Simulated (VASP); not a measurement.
Input:

```
CELL_PARAMETERS angstrom
      0.00000     2.71963     2.71963
      2.71963     0.00000     2.71963
      2.71963     2.71963     0.00000
ATOMIC_POSITIONS crystal
  Ag 0.00000 0.00000 0.00000
  Cl 0.50000 0.50000 0.50000
```

Calculation: PBEsol GGA, VASP's PBE PAW potentials (set 64) (plane waves; VASP). Settings: 400 eV cut-off, 19×19×19 Γ-centred mesh, Gaussian smearing of 0.010 eV, potentials Ag Cl.

Q: Give the direction-averaged independent-particle dielectric function (no local fields, no excitons; a broadening of 0.1 eV leaves a tail below the gap, and fine structure carries the noise of the k-mesh).

A: 
```tsv
ħω (eV)	ε₁	ε₂
0.00	5.70	0.00
0.20	5.71	0.01
0.40	5.73	0.01
0.60	5.76	0.02
0.90	5.83	0.03
1.10	5.89	0.04
1.30	5.97	0.05
1.60	6.13	0.06
1.80	6.27	0.08
2.00	6.44	0.10
2.30	6.79	0.14
2.50	7.11	0.19
2.70	7.56	0.29
2.90	8.27	0.57
3.20	8.71	2.25
3.40	8.48	2.78
3.60	8.40	3.32
3.90	8.34	4.46
4.10	7.65	5.01
4.30	7.83	5.53
4.60	7.29	7.63
4.80	4.82	8.56
5.00	3.45	7.23
5.30	1.62	6.58
5.50	1.29	4.20
5.70	2.86	3.86
5.90	2.83	4.20
6.20	2.62	5.13
6.40	2.04	4.18
6.60	2.17	4.19
6.90	2.28	3.45
7.10	2.47	3.15
7.30	3.15	3.04
7.60	3.52	3.87
7.80	3.67	4.17
8.00	3.39	5.13
8.30	2.54	5.39
8.50	1.97	5.74
8.70	1.24	5.49
9.00	0.61	5.04
```
ε₂ peaks at 4.8 eV (height 8.6), 6.2 eV (height 5.1); ε₁(0) averages 5.70, so the electronic refractive index below the gap tends to √5.70 = 2.39.

The compound is AgCl in the rock salt structure. It was relaxed first, which changed the volume by -6 %.
